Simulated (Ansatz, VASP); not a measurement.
## One calculation of BePt, two programs

```xyz
2
Lattice="0.0000 2.3324 2.3324 2.3324 0.0000 2.3324 2.3324 2.3324 0.0000" Properties=species:S:1:pos:R:3 pbc="T T T"
Be    0.0000    0.0000    0.0000
Pt    2.3324    2.3324    2.3324
```

Change from the starting cell: species swapped into the KBr type (Fm-3m, No. 225).

Alike in both runs: functional PBE; k mesh 20 × 20 × 20; occupations gaussian, width 0.1 eV; no spin polarisation.

Ansatz relaxed the structure, and its values are those at the end. VASP's run is a single point on that final structure, the one shown.

|  | VASP | Ansatz |
| --- | --- | --- |
| version | VASP 6.6.1 | Ansatz 0.2.0 |
| potentials or method | VASP PAW PBE potentials, release 64 (Be, Pt) | scalar-relativistic, plane waves, PAW |
| plane-wave cutoff (eV) | 520 | 420 |
| valence electrons in the cell | 12 | 20 |

```csv
,VASP,Ansatz,Ansatz less VASP
gap on the k mesh at the Fermi level (eV),none,none,-
pressure (GPa),0.0,0.0,+0.01
```

A gap of «none» marks a metal or a gap that the smearing closes. With one functional, cell and mesh, what is left measures potentials, basis and numerics. The two sets of potentials don't hold the same shells in valence.

The runs have no spin-orbit coupling, so splittings on Pt are missing.
